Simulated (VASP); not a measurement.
# V3RuN (Pm-3m) in VASP: notebook, part 2 of 2

VASP 6.6.1.

### Step 3. Single point, PBE

This run uses another cell than the first one, of 11.96 Å³/atom, 1.016 times its volume.

Contents of INCAR:

```
PREC     = Accurate       # precision mode
ENCUT    = 520            # plane-wave cutoff, eV
EDIFF    = 1E-6           # SCF threshold, eV
ISMEAR   = -1             # smearing method
SIGMA    = 0.001          # smearing width, eV
LREAL    = False          # projectors in reciprocal space
LASPH    = True           # aspherical terms in the spheres
NELM     = 100            # most SCF steps
ALGO     = Normal         # electronic algorithm
ISIF     = 2              # what is computed and relaxed
LWAVE    = False          # write WAVECAR
LCHARG   = False          # write CHGCAR
GGA      = PE             # functional
NBANDS   = 37             # bands
```

Contents of KPOINTS:

```
regular mesh
0
Gamma
  5 5 5
```

Contents of POSCAR:

```
V3RuN
1.0
    3.9102452014      0.0000000000      0.0000000000
    0.0000000000      3.9102452014      0.0000000000
    0.0000000000      0.0000000000      3.9102452014
Ru V N
1 3 1
Direct
    0.0000000000      0.0000000000      0.0000000000
    0.0000000000      0.5000000000      0.5000000000
    0.5000000000      0.0000000000      0.5000000000
    0.5000000000      0.5000000000      0.0000000000
    0.5000000000      0.5000000000      0.5000000000
```

Potentials or basis: VASP PAW PBE potentials, release 64 (Ru_pv, V_sv, N).

Command:

```sh
$ cat potpaw_PBE.64/Ru_pv/POTCAR potpaw_PBE.64/V_sv/POTCAR potpaw_PBE.64/N/POTCAR > POTCAR
$ mpirun -np 1 vasp_std > vasp.out
```

It took 15 s on 1 thread of Intel Xeon 6975P-C (Granite Rapids), shared host; peak memory 0.17 GiB.

Results (log left out):

| Property | Result |
| --- | --- |
| Free energy | -47.3835 eV |
| Pressure | 0.6 GPa |
| Band gap on the k mesh | none (metal or under the smearing width) |

Levels at points of the mesh, in eV from the Fermi level:
```
           k point  band 26  band 27  band 28  band 29  band 30  band 31
(0.00, 0.00, 0.00)    -0.66    -0.66    -0.66     1.03     1.03     2.05
```

Caveat: the run has no spin polarisation, though such a crystal can be magnetic. With open d or f shells a metallic result of PBE can be an artefact of self-interaction; +U or a hybrid may open a gap.

### Step 4. Relaxation of cell and atoms, PBE

Contents of INCAR:

```
SYSTEM = V3RuN
PREC = Accurate ; ENCUT = 600
EDIFF = 1E-6 ; ISMEAR = -1
SIGMA = 0.001 ; LREAL = .FALSE.
LASPH = .TRUE. ; NELM = 100
ALGO = Normal ; ISIF = 3
LWAVE = .FALSE. ; LCHARG = .FALSE.
GGA = PE ; IBRION = 2
NSW = 60 ; EDIFFG = -0.01
```

Contents of KPOINTS:

```
regular mesh
0
G
  5 5 5
  0 0 0
```

POSCAR: that of step 3 with these lines changed.

```diff
@@ -2,5 +2,5 @@
 1.0
-    3.9102452014      0.0000000000      0.0000000000
-    0.0000000000      3.9102452014      0.0000000000
-    0.0000000000      0.0000000000      3.9102452014
+    3.8899709900      0.0000000000      0.0000000000
+    0.0000000000      3.8899709900      0.0000000000
+    0.0000000000      0.0000000000      3.8899709900
 Ru V N
```

Potentials or basis: VASP PAW PBE potentials, release 64 (Ru_pv, V_sv, N).

Command:

```sh
$ cat potpaw_PBE.64/Ru_pv/POTCAR potpaw_PBE.64/V_sv/POTCAR potpaw_PBE.64/N/POTCAR > POTCAR
$ mpirun -np 1 vasp_std > vasp.out
```

OUTCAR:

```text
SYSTEM = V3RuN
   PREC = Accurate
   ENCUT = 600
   EDIFF = 1E-6
   ISMEAR = -1
   LREAL = .FALSE.
   LASPH = .TRUE.
   NELM = 100
   ISIF = 3
   GGA = PE
   IBRION = 2
   NSW = 60
   EDIFFG = -0.01

 ion  position               nearest neighbor table
   1  0.000  0.000  0.000-   2 2.75   3 2.75   4 2.75   2 2.75   3 2.75   2 2.75   4 2.75   2 2.75
                             3 2.75   4 2.75   3 2.75   4 2.75
   2  0.000  0.500  0.500-   5 1.94   5 1.94   4 2.75   1 2.75   1 2.75   4 2.75   1 2.75   3 2.75
                             1 2.75   3 2.75   4 2.75   3 2.75   4 2.75   3 2.75
   3  0.500  0.000  0.500-   5 1.94   5 1.94   4 2.75   1 2.75   1 2.75   4 2.75   2 2.75   4 2.75
                             2 2.75   4 2.75   1 2.75   2 2.75   1 2.75   2 2.75
   4  0.500  0.500  0.000-   5 1.94   5 1.94   3 2.75   1 2.75   2 2.75   3 2.75   2 2.75   1 2.75
                             3 2.75   3 2.75   1 2.75   2 2.75   2 2.75   1 2.75
   5  0.500  0.500  0.500-   2 1.94   3 1.94   4 1.94   4 1.94   3 1.94   2 1.94

  LATTYP: Found a simple cubic cell.
 ALAT       =     3.8899709900

  Lattice vectors:

 A1 = (   3.8899709900,   0.0000000000,   0.0000000000)
 A2 = (   0.0000000000,   3.8899709900,   0.0000000000)
 A3 = (   0.0000000000,   0.0000000000,   3.8899709900)

Analysis of symmetry for initial positions (statically):
=====================================================================
[... 159 lines left out ...]
  ---------------------------------------------------
  ext. energy  EPLUGINS =         0.00000000
  ---------------------------------------------------
  free energy    TOTEN  =       -47.36993862 eV

  energy without entropy =      -47.36985394  energy(sigma->0) =      -47.36989628

------------------------ aborting loop because EDIFF is reached ----------------------------------------

  FORCE on cell =-STRESS in cart. coord.  units (eV):
  Direction    XX          YY          ZZ          XY          YZ          ZX
  --------------------------------------------------------------------------------------
  -------------------------------------------------------------------------------------
  Total        1.6794163      1.6794163      1.6794163      0.0000000     -0.0000000     -0.0000000
  in kB       45.7119618     45.7119618     45.7119618      0.0000000     -0.0000000     -0.0000000
  external PRESSURE =      45.7119618 kB  Pullay stress =       0.0000000 kB
[... 65 lines left out ...]
--------------------------------------- Ionic step        3  -------------------------------------------

 number of electron      58.0000033 magnetization

 Free energy of the ion-electron system (eV)
  ---------------------------------------------------
  ext. energy  EPLUGINS =         0.00000000
  ---------------------------------------------------
  free energy    TOTEN  =       -47.38462682 eV

  energy without entropy =      -47.38454214  energy(sigma->0) =      -47.38458448

 E-fermi :  10.4236     XC(G=0): -13.1904

 val. band max:       10.4231082657   @ k =   0.4000   0.4000   0.4000
 cond. band min:      10.4432421970   @ k =   0.4000   0.0000   0.0000
 fundamental gap:      0.0201339313
 Fermi energy:        10.4236190913

 k-point     1 :       0.0000    0.0000    0.0000
  band No.  band energies     occupation
      1     -53.9179      2.00000
      2     -53.7868      2.00000
      3     -53.7868      2.00000
      4     -31.7219      2.00000
      5     -31.7219      2.00000
      6     -31.7219      2.00000
[... 391 lines left out ...]
  FREE ENERGIE OF THE ION-ELECTRON SYSTEM (eV)
  ---------------------------------------------------
  free  energy   TOTEN  =       -47.3846268177 eV

  energy  without entropy=      -47.3845421376  energy(sigma->0) =      -47.38458448

 reached required accuracy - stopping structural energy minimisation
```

Run time: 32 s. Hardware: 1 thread of Intel Xeon 6975P-C (Granite Rapids), shared host; peak memory 0.19 GiB.

What came out:

```yaml
Free_energy: -47.3846 eV
Relaxed_volume: 11.98 Å³/atom
Relaxed_cell: a = 3.913 Å, b = 3.913 Å, c = 3.913 Å, α = 90.00°, β = 90.00°, γ = 90.00°
Space_group_after_relaxing_to_0.05_Å: Pm-3m (No. 221)
Energy_gained_by_relaxing: 2.9 meV/atom
Ionic_steps: 3
Pressure_after_relaxing: 0.0 GPa
Band_gap_on_the_k_mesh: none (metal or under the smearing width)
```

The path:
```csv
step,energy change (eV),largest force (eV/Å),pressure (GPa),volume (Å³)
1,0.0000,0.0000,4.57,58.86
2,0.0279,0.0000,-7.12,61.77
3,-0.0147,0.0000,-0.03,59.92
```

Final structure:
```
Ru V N
1.0
     3.91308    0.00000    0.00000
     0.00000    3.91308    0.00000
     0.00000    0.00000    3.91308
Ru V N
1 3 1
Cartesian
  0.0000 0.0000 0.0000
  0.0000 1.9565 1.9565
  1.9565 0.0000 1.9565
  1.9565 1.9565 0.0000
  1.9565 1.9565 1.9565
```

Levels at points of the mesh, in eV from the Fermi level:
| k point | band 25 | band 26 | band 27 | band 28 | band 29 | band 30 | band 31 | band 32 |
| --- | --- | --- | --- | --- | --- | --- | --- | --- |
| (0.00, 0.00, 0.00) | -3.42 | -0.65 | -0.65 | -0.65 | 1.03 | 1.03 | 2.04 | 2.04 |

Caveat: the run has no spin polarisation, though such a crystal can be magnetic.

### Step 5. Single point, PBE, non-collinear spin, zero start, spin-orbit coupling

This run uses another cell than the first one, of 11.99 Å³/atom, 1.018 times its volume.

Contents of INCAR:

```
PREC = Accurate ; ENCUT = 520
EDIFF = 1E-6 ; ISMEAR = -1
SIGMA = 0.1 ; LREAL = F
LASPH = T ; NELM = 150
ALGO = Fast ; ISIF = 2
LWAVE = F ; LCHARG = F
MAGMOM = 0 0 0 0 0 0 0 0 0 0 0 0 0 0 0 ; LORBIT = 11
LSORBIT = T ; GGA_COMPAT = F
LORBMOM = T ; LMAXMIX = 4
GGA = PE ; NBANDS = 73
```

Contents of KPOINTS:

```
Automatic mesh
0
Gamma
  5 5 5
  0.5 0.5 0.5
```

POSCAR: that of step 4 with these lines changed.

```diff
@@ -2,5 +2,5 @@
 1.0
-    3.8899709900      0.0000000000      0.0000000000
-    0.0000000000      3.8899709900      0.0000000000
-    0.0000000000      0.0000000000      3.8899709900
+    3.9134657533      0.0000000000      0.0000000000
+    0.0000000000      3.9134657533      0.0000000000
+    0.0000000000      0.0000000000      3.9134657533
 Ru V N
```

Command:

```sh
$ cat potpaw_PBE.64/Ru_pv/POTCAR potpaw_PBE.64/V_sv/POTCAR potpaw_PBE.64/N/POTCAR > POTCAR
$ mpirun -np 1 vasp_ncl > vasp.out
```

Run time: 77 s. Hardware: 1 thread of Intel Xeon 6975P-C (Granite Rapids), shared host; peak memory 0.32 GiB.

It converged, with:

| Quantity | Value |
| --- | --- |
| Free energy | -47.6326 eV |
| Pressure | 0.6 GPa |
| Net moment | 0.00 μB per cell |
| Valence electrons inside the program's atomic spheres | Ru 12.60; V 11.65; N 3.84 |

Moments on the atoms (μB; x, y, z):
```
Ru  0.00 0.00 0.00
V   0.00 0.00 0.00
V   0.00 0.00 0.00
V   0.00 0.00 0.00
N   0.00 0.00 0.00
```

### Step 6. Summary

```csv
task,spin,cell,k mesh,cutoff (eV),smearing,gap on the mesh (eV),pressure (GPa),relaxed volume (Å³/atom)
relaxation of cell and atoms,off,relaxed,5 × 5 × 5,600,fermi-dirac 0.1 eV,none,0.0,12.01
single point,off,"Pm-3m, 11.96 Å³/atom",5 × 5 × 5,520,fermi-dirac 0.001 eV,none,0.6,-
relaxation of cell and atoms,off,relaxed,5 × 5 × 5,600,fermi-dirac 0.001 eV,none,0.0,11.98
single point,"non-collinear, zero start, SOC","Pm-3m, 11.99 Å³/atom","5 × 5 × 5, shifted",520,fermi-dirac 0.1 eV,-,0.6,-
```

Alike in all rows: level PBE; potentials or basis VASP PAW PBE potentials, release 64 (Ru_pv, V_sv, N).

Total energies depend on the potentials used, so only differences within one code and one set of settings carry meaning.
